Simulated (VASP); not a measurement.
BaC2, 3 atoms in the cell. It takes space group I4/mmm (No. 139, tetragonal). The conventional cell has a = 4.407 Å, b = 4.407 Å, c = 7.269 Å, α = 90.00°, β = 90.00°, γ = 90.00°. Around Ba (site symmetry 4/mmm) lie 10 C at 3.00 to 3.18 Å. Around C (site symmetry 4mm) lie 1 C at 1.26 Å. The cell comes from a database or a generator and needn't be the stable form of this composition.

```yaml
Program: VASP 6.6.1
Task: single point
Functional: LDA
Potentials_or_basis: VASP PAW LDA potentials, release 64 (Ba_sv, C)
Cutoff: 520 eV
k_mesh: 10 × 10 × 10
Occupations: gaussian, width 0.05 eV
Spin: no spin polarisation
Dipole_correction: no
Further_INCAR_settings: ALGO = Normal; EDIFF = 1e-07; NBANDS = 16
```

Potentials or basis: VASP PAW LDA potentials, release 64 (Ba_sv, C).

Command:

```sh
$ cat potpaw_LDA.64/Ba_sv/POTCAR potpaw_LDA.64/C/POTCAR > POTCAR
$ mpirun -np 1 vasp_std > vasp.out
```

Hardware: 1 thread of Intel(R) Xeon(R) Platinum 8488C (Sapphire Rapids), with other jobs on the host.

**Question.** Estimate the wall time of this run.

**Answer.** Run time: 82 s on 1 thread of Intel(R) Xeon(R) Platinum 8488C (Sapphire Rapids), with other jobs on the host, peak memory 0.25 GiB. Counts: scf iterations 14, k points 102.
